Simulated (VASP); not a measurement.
Output of a VASP run:

### OSZICAR
```
...
RMM:   3    -0.258212632011E+03   -0.64451E-04   -0.67180E-04   347   0.549E-02    0.296E-02
RMM:   4    -0.258212628902E+03    0.31093E-05   -0.77629E-05   307   0.221E-02
  35 F= -.25821263E+03 E0= -.25821260E+03  d E =-.272038E-02
       N       E                     dE             d eps       ncg     rms          rms(c)
DAV:   1    -0.258213743310E+03   -0.11113E-02   -0.11888E-01   336   0.606E-01    0.179E-01
RMM:   2    -0.258214290311E+03   -0.54700E-03   -0.70311E-03   320   0.181E-01    0.434E-02
RMM:   3    -0.258214451389E+03   -0.16108E-03   -0.16688E-03   348   0.875E-02    0.496E-02
RMM:   4    -0.258214446062E+03    0.53274E-05   -0.18260E-04   323   0.343E-02    0.318E-02
RMM:   5    -0.258214445029E+03    0.10326E-05   -0.11848E-04   321   0.211E-02    0.913E-03
RMM:   6    -0.258214443984E+03    0.10457E-05   -0.16961E-05   195   0.988E-03
  36 F= -.25821444E+03 E0= -.25821442E+03  d E =-.181508E-02
       N       E                     dE             d eps       ncg     rms          rms(c)
DAV:   1    -0.258214508856E+03   -0.63827E-04   -0.85323E-02   336   0.515E-01    0.152E-01
RMM:   2    -0.258214925058E+03   -0.41620E-03   -0.51947E-03   320   0.155E-01    0.360E-02
RMM:   3    -0.258215037379E+03   -0.11232E-03   -0.11678E-03   345   0.742E-02    0.426E-02
RMM:   4    -0.258215033244E+03    0.41354E-05   -0.13495E-04   322   0.296E-02    0.270E-02
RMM:   5    -0.258215032198E+03    0.10459E-05   -0.83717E-05   315   0.178E-02
  37 F= -.25821503E+03 E0= -.25821501E+03  d E =-.240330E-02
       N       E                     dE             d eps       ncg     rms          rms(c)
DAV:   1    -0.258215641883E+03   -0.60864E-03   -0.15695E-01   336   0.695E-01    0.202E-01
RMM:   2    -0.258216362830E+03   -0.72095E-03   -0.94117E-03   320   0.209E-01    0.465E-02
RMM:   3    -0.258216584545E+03   -0.22171E-03   -0.22667E-03   350   0.101E-01    0.587E-02
RMM:   4    -0.258216583177E+03    0.13682E-05   -0.25130E-04   326   0.393E-02    0.420E-02
RMM:   5    -0.258216575626E+03    0.75509E-05   -0.17926E-04   320   0.253E-02    0.116E-02
RMM:   6    -0.258216575747E+03   -0.12073E-06   -0.25835E-05   219   0.119E-02
  38 F= -.25821658E+03 E0= -.25821656E+03  d E =-.154355E-02
       N       E                     dE             d eps       ncg     rms          rms(c)
DAV:   1    -0.258216477618E+03    0.98008E-04   -0.45268E-02   352   0.374E-01    0.111E-01
RMM:   2    -0.258216696051E+03   -0.21843E-03   -0.28163E-03   320   0.114E-01    0.251E-02
RMM:   3    -0.258216763041E+03   -0.66990E-04   -0.67655E-04   350   0.552E-02    0.323E-02
RMM:   4    -0.258216762629E+03    0.41125E-06   -0.74477E-05   297   0.214E-02
  39 F= -.25821676E+03 E0= -.25821674E+03  d E =-.173043E-02
       N       E                     dE             d eps       ncg     rms          rms(c)
DAV:   1    -0.258217040346E+03   -0.27731E-03   -0.13873E-01   336   0.651E-01    0.191E-01
RMM:   2    -0.258217666991E+03   -0.62664E-03   -0.81804E-03   320   0.195E-01    0.449E-02
RMM:   3    -0.258217856304E+03   -0.18931E-03   -0.19341E-03   349   0.944E-02    0.520E-02
RMM:   4    -0.258217855141E+03    0.11626E-05   -0.22392E-04   326   0.369E-02    0.349E-02
RMM:   5    -0.258217851916E+03    0.32254E-05   -0.13457E-04   321   0.226E-02    0.967E-03
RMM:   6    -0.258217851511E+03    0.40462E-06   -0.19776E-05   201   0.107E-02
  40 F= -.25821785E+03 E0= -.25821784E+03  d E =-.108888E-02
```

OUTCAR:
```
------------------------ aborting loop because EDIFF is reached ----------------------------------------
  FORCE on cell =-STRESS in cart. coord.  units (eV):
  Direction    XX          YY          ZZ          XY          YZ          ZX
  --------------------------------------------------------------------------------------
  Total       20.1024191     20.7553030     16.8180565     -4.8253146     -0.1905415      0.1955578
  in kB       18.6409094     19.2463265     15.5953304     -4.4744989     -0.1766885      0.1813401
  external PRESSURE =      17.8275221 kB  Pullay stress =       0.0000000 kB
  volume of cell :     1727.79
      direct lattice vectors                 reciprocal lattice vectors
    11.999521734  0.000000000  0.000000000     0.083336655  0.000000000  0.000000000
     0.000000000 11.999521734  0.000000000     0.000000000  0.083336655  0.000000000
     0.000000000  0.000000000 11.999521734     0.000000000  0.000000000  0.083336655
  FREE ENERGIE OF THE ION-ELECTRON SYSTEM (eV)
  ---------------------------------------------------
  free  energy   TOTEN  =      -258.2178515114 eV

  energy  without entropy=     -258.2178208194  energy(sigma->0) =     -258.21783617

 reached required accuracy - stopping structural energy minimisation
```
(Selected blocks of OUTCAR.)

POSCAR:
```
In33P31
1
   11.9995217336     0.0000000000     0.0000000000
    0.0000000000    11.9995217336    -0.0000000000
   -0.0000000000    -0.0000000000    11.9995217336
In P
33 31
Direct
  0.5000000000   0.0000000000   0.0000000000
  0.7500000000   0.2500000000   0.0000000000
  0.7500000000   0.0000000000   0.2500000000
  0.0000000000   0.0000000000   0.0000000000
  0.2500000000   0.2500000000   0.0000000000
  0.5000000000   0.5000000000   0.0000000000
  0.7500000000   0.7500000000   0.0000000000
  0.2500000000   0.0000000000   0.2500000000
  0.5017240000   0.2541880000   0.2511650000
  0.6208970000   0.3719300000   0.3762380000
  0.7457810000   0.4963570000   0.2505820000
  0.5000000000   0.0000000000   0.5000000000
  0.7463780000   0.2481440000   0.4964710000
  0.7500000000   0.0000000000   0.7500000000
  0.0000000000   0.5000000000   0.0000000000
  0.2500000000   0.7500000000   0.0000000000
  0.0000000000   0.2500000000   0.2500000000
  0.2500000000   0.5000000000   0.2500000000
  0.5000000000   0.7500000000   0.2500000000
  0.0000000000   0.0000000000   0.5000000000
  0.2500000000   0.2500000000   0.5000000000
  0.4982190000   0.5003390000   0.4967140000
  0.7500000000   0.7500000000   0.5000000000
  0.2500000000   0.0000000000   0.7500000000
  0.5000000000   0.2500000000   0.7500000000
  0.7500000000   0.5000000000   0.7500000000
  0.0000000000   0.7500000000   0.2500000000
  0.0000000000   0.5000000000   0.5000000000
  0.2500000000   0.7500000000   0.5000000000
  0.0000000000   0.2500000000   0.7500000000
  0.2500000000   0.5000000000   0.7500000000
  0.5000000000   0.7500000000   0.7500000000
  0.0000000000   0.7500000000   0.7500000000
  0.6250000000   0.1250000000   0.1250000000
  0.8750000000   0.3750000000   0.1250000000
  0.8750000000   0.1250000000   0.3750000000
  0.1250000000   0.1250000000   0.1250000000
  0.3750000000   0.3750000000   0.1250000000
  0.6250000000   0.6250000000   0.1250000000
  0.8750000000   0.8750000000   0.1250000000
  0.3750000000   0.1250000000   0.3750000000
  0.8750000000   0.6250000000   0.3750000000
  0.6250000000   0.1250000000   0.6250000000
  0.8750000000   0.3750000000   0.6250000000
  0.8750000000   0.1250000000   0.8750000000
  0.1250000000   0.6250000000   0.1250000000
  0.3750000000   0.8750000000   0.1250000000
  0.1250000000   0.3750000000   0.3750000000
  0.3750000000   0.6250000000   0.3750000000
  0.6250000000   0.8750000000   0.3750000000
  0.1250000000   0.1250000000   0.6250000000
  0.3750000000   0.3750000000   0.6250000000
  0.6250000000   0.6250000000   0.6250000000
  0.8750000000   0.8750000000   0.6250000000
  0.3750000000   0.1250000000   0.8750000000
  0.6250000000   0.3750000000   0.8750000000
  0.8750000000   0.6250000000   0.8750000000
  0.1250000000   0.8750000000   0.3750000000
  0.1250000000   0.6250000000   0.6250000000
  0.3750000000   0.8750000000   0.6250000000
  0.1250000000   0.3750000000   0.8750000000
  0.3750000000   0.6250000000   0.8750000000
  0.6250000000   0.8750000000   0.8750000000
  0.1250000000   0.8750000000   0.8750000000
```

Question: Reconstruct the remaining input files.

Answer: One answer among several that fit: the input of the run itself, PBE GGA, plane waves, VASP's PBE PAW potentials (set 64).

### KPOINTS
```
Automatic
0
G
1 1 1
```

### INCAR
```
! general
SYSTEM  = In33P31
PREC    = Normal
ENCUT   = 400   ! plane-wave cut-off (eV)
LREAL   = Auto
LASPH   = .TRUE.   ! aspherical one-centre terms
ISYM    = 0

! electronic loop
EDIFF   = 1E-5   ! SCF stop (eV)
NELM    = 100   ! most electronic steps
NELMIN  = 4
ALGO    = Fast   ! Davidson, then RMM-DIIS
LMAXMIX = 4

! smearing
ISMEAR  = 0   ! Gaussian
SIGMA   = 0.05   ! width (eV)

! functional
GGA     = PE

! ions
IBRION  = 2   ! conjugate gradients
NSW     = 60
ISIF    = 2
EDIFFG  = -0.03   ! ionic stop

! output
LWAVE   = .TRUE.
LCHARG  = .FALSE.
```

POTCAR, in this order: In P (PBE.64 set). Program: vasp_gam.

The supercell is sampled at Γ alone, which is coarse: total energies, pressure and levels can be off, energies of defects by several tenths of an eV.

The cell is a supercell with a defect, built from InP (zinc blende): In_P. The run is not spin-polarised, so no state with unpaired spins was tried.
